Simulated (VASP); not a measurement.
Output of a VASP run:

OSZICAR:
```
       N       E                     dE             d eps       ncg     rms          rms(c)
DAV:   1     0.409568852572E+02    0.40957E+02   -0.56110E+03  2200   0.197E+03
DAV:   2    -0.590704316822E+00   -0.41548E+02   -0.39441E+02  2162   0.195E+02
DAV:   3    -0.106889471097E+01   -0.47819E+00   -0.47573E+00  2579   0.303E+01
DAV:   4    -0.107280160913E+01   -0.39069E-02   -0.39063E-02  2650   0.256E+00
DAV:   5    -0.107285530064E+01   -0.53692E-04   -0.53691E-04  2589   0.237E-01    0.675E+00
DAV:   6    -0.733203688090E+00    0.33965E+00   -0.14608E+01  2270   0.879E+01    0.388E+00
DAV:   7    -0.379083403966E+00    0.35412E+00   -0.24457E+00  2294   0.366E+01    0.409E-01
DAV:   8    -0.372538503099E+00    0.65449E-02   -0.87489E-03  2607   0.200E+00    0.316E-01
DAV:   9    -0.370938107766E+00    0.16004E-02   -0.12260E-02  2644   0.234E+00    0.386E-02
DAV:  10    -0.370940333811E+00   -0.22260E-05   -0.13615E-04  2743   0.209E-01    0.772E-03
DAV:  11    -0.370943164055E+00   -0.28302E-05   -0.80734E-06  2385   0.402E-02    0.371E-03
DAV:  12    -0.370941894178E+00    0.12699E-05   -0.95551E-07  1364   0.159E-02    0.457E-04
DAV:  13    -0.370941806033E+00    0.88145E-07   -0.93089E-08  1322   0.446E-03
   1 F= -.37094181E+00 E0= -.37080595E+00  d E =-.370942E+00
       N       E                     dE             d eps       ncg     rms          rms(c)
DAV:   1    -0.372083065711E+00   -0.11412E-02   -0.21619E-02  2268   0.379E+00    0.277E-01
DAV:   2    -0.371410436302E+00    0.67263E-03   -0.18760E-02  2275   0.309E+00    0.125E-01
DAV:   3    -0.370983547990E+00    0.42689E-03   -0.34242E-03  2249   0.136E+00    0.403E-02
DAV:   4    -0.370950886533E+00    0.32661E-04   -0.45646E-05  3150   0.930E-02    0.154E-03
DAV:   5    -0.370951070006E+00   -0.18347E-06   -0.13734E-07  1325   0.616E-03
   2 F= -.37095107E+00 E0= -.37081473E+00  d E =-.926397E-05
```

File OUTCAR:
```
------------------------ aborting loop because EDIFF is reached ----------------------------------------
  FORCE on cell =-STRESS in cart. coord.  units (eV):
  Direction    XX          YY          ZZ          XY          YZ          ZX
  --------------------------------------------------------------------------------------
  Total       -0.0013620     -0.0013620     -0.0013620     -0.0000000      0.0000000      0.0000000
  in kB       -0.1655295     -0.1655295     -0.1655295     -0.0000000      0.0000000      0.0000000
  external PRESSURE =      -0.1655295 kB  Pullay stress =       0.0000000 kB
  volume of cell :       13.18
      direct lattice vectors                 reciprocal lattice vectors
     0.000000000  1.874970098  1.874970098    -0.266670919  0.266670919  0.266670919
     1.874970098 -0.000000000  1.874970098     0.266670919 -0.266670919  0.266670919
     1.874970098  1.874970098  0.000000000     0.266670919  0.266670919 -0.266670919
 POSITION                                       TOTAL-FORCE (eV/Angst)
 -----------------------------------------------------------------------------------
      1.87497      1.87497      0.00000         0.000000     -0.000000      0.000000
 -----------------------------------------------------------------------------------
    total drift:                               -0.000000     -0.000000     -0.000000
  FREE ENERGIE OF THE ION-ELECTRON SYSTEM (eV)
  ---------------------------------------------------
  free  energy   TOTEN  =        -0.3709510700 eV

  energy  without entropy=       -0.3705420559  energy(sigma->0) =       -0.37081473

 reached required accuracy - stopping structural energy minimisation
```
(Selected blocks of OUTCAR.)

**POSCAR**
```
Cu
1
    0.0000000000     1.8736409788     1.8736409788
    1.8736409788    -0.0000000000     1.8736409788
    1.8736409788     1.8736409788     0.0000000000
Cu
1
Direct
  0.0000000000   0.0000000000   0.0000000000
```

Question: Write an INCAR and KPOINTS that could have produced this output.

Answer: One answer among several that fit: the input of the run itself, vdW-DF2, plane waves, VASP's PBE PAW potentials (set 64).

### INCAR
```
! general
SYSTEM    =  Cu
PREC      =  Accurate
ENCUT     =  520
LREAL     =  .FALSE.
LASPH     =  .TRUE.

! electronic loop
EDIFF     =  1E-6
NELM      =  100
ALGO      =  Normal
LMAXMIX   =  4

! smearing
ISMEAR    =  1
SIGMA     =  0.1

! functional
GGA       =  ML
LUSE_VDW  =  .TRUE.
AGGAC     =  0.0
ZAB_VDW   =  -1.8867

! ions
IBRION    =  2
NSW       =  60
ISIF      =  3
EDIFFG    =  -0.01

! output
LWAVE     =  .FALSE.
LCHARG    =  .FALSE.
```

### KPOINTS
```
Automatic mesh
0
Gamma
15 15 15
0 0 0
```

POTCAR, in this order: Cu (PBE.64 set). Program: vasp_std.

The compound is Cu in the fcc structure. This run relaxes it. Symmetry was kept, so distortions that lower it aren't found. The start is the result of an earlier pass.
